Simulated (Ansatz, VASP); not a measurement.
# Be16N (a cell with a defect) in VASP and in Ansatz

```
Be N
1.0
    -2.29000   -3.96640    0.00000
     3.43500   -1.98320    0.00000
     0.00000    0.00000    7.17686
Be N
16 1
Direct
  0.76285 0.50272 0.00718
  0.50069 0.33441 0.25733
  0.75270 0.49666 0.49553
  0.50076 0.34331 0.73645
  0.50087 0.98889 0.01398
  0.24877 0.83588 0.25504
  0.50071 0.99820 0.49326
  0.23902 0.82973 0.74346
  0.23887 0.50281 0.00720
  0.00074 0.33790 0.25704
  0.24878 0.49676 0.49552
  0.00084 0.29797 0.74083
  0.00088 0.03455 0.00968
  0.75269 0.83589 0.25507
  0.00073 0.99461 0.49357
  0.76266 0.82980 0.74341
  0.50090 0.66592 0.87532
```

Alike in both runs: functional PBE; dispersion D3(BJ); k mesh 5 × 5 × 3; occupations fermi-dirac, width 0.05 eV; no spin polarisation.

Ansatz relaxed the structure, and its values are those at the end. VASP's run is a single point on that final structure, the one shown.

|  | VASP | Ansatz |
| --- | --- | --- |
| version | VASP 6.6.1 | Ansatz 0.2.0 |
| potentials or method | VASP PAW PBE potentials, release 64 (Be, N) | scalar-relativistic, plane waves, PAW |
| plane-wave cutoff (eV) | 520 | 420 |
| valence electrons in the cell | 37 | 37 |

|  | VASP | Ansatz | Ansatz less VASP |
| --- | --- | --- | --- |
| rms of the force components (eV/Å) | 0.010 | 0.005 | -0.0045 |
| dispersion energy (meV/atom) | -347.6 | -347.6 | -0.06 |
